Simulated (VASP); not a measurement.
The system is TiPt3.

```xyz
4
Lattice="3.9245 0.0000 0.0000 0.0000 3.9245 0.0000 0.0000 0.0000 3.9245" Properties=species:S:1:pos:R:3 pbc="T T T"
Ti    0.0000    0.0000    0.0000
Pt    1.9623    1.9623    0.0000
Pt    1.9623    0.0000    1.9623
Pt    0.0000    1.9623    1.9623
```

The cell comes from a database or a generator and needn't be the stable form of this composition.

| Item | Value |
| --- | --- |
| Program | VASP 6.6.1 |
| Task | relaxation of cell and atoms |
| Functional | PBE |
| Dispersion | D3(BJ) |
| Potentials or basis | VASP PAW PBE potentials, release 64 (Ti_sv, Pt) |
| Cutoff | 600 eV |
| k mesh | 4 × 4 × 4 |
| Occupations | gaussian, width 0.1 eV |
| Spin | no spin polarisation |

At the start: pressure -4.5 GPa; volume 15.11 Å³/atom.

Q: How do energy, volume and symmetry change on relaxing?

A: Over 3 steps the energy falls by 3.8 meV/atom and the volume is 14.85 Å³/atom (-1.7 %); space group Pm-3m (No. 221, to 0.05 Å).

Step by step:
| step | energy change (eV) | largest force (eV/Å) | pressure (GPa) | volume (Å³) |
| --- | --- | --- | --- | --- |
| 1 | 0.0000 | 0.0000 | -4.51 | 60.45 |
| 2 | 0.0856 | 0.0000 | 13.11 | 56.80 |
| 3 | -0.0153 | 0.0000 | -0.06 | 59.39 |

Final structure:
```cif
data_structure
_symmetry_space_group_name_H-M 'P 1'
_symmetry_Int_Tables_number 1
_cell_length_a 3.9017
_cell_length_b 3.9017
_cell_length_c 3.9017
_cell_angle_alpha 90.000
_cell_angle_beta 90.000
_cell_angle_gamma 90.000
_cell_volume 59.39
loop_
_atom_site_label
_atom_site_type_symbol
_atom_site_fract_x
_atom_site_fract_y
_atom_site_fract_z
_atom_site_occupancy
Ti1 Ti 0.00000 0.00000 0.00000 1
Pt1 Pt 0.50000 0.50000 0.00000 1
Pt2 Pt 0.50000 0.00000 0.50000 1
Pt3 Pt 0.00000 0.50000 0.50000 1
```

Caveat: the k mesh is coarse (spacing up to 0.40 Å⁻¹), so the values aren't converged; pairwise dispersion overbinds metals, which lowers pressure and volume.
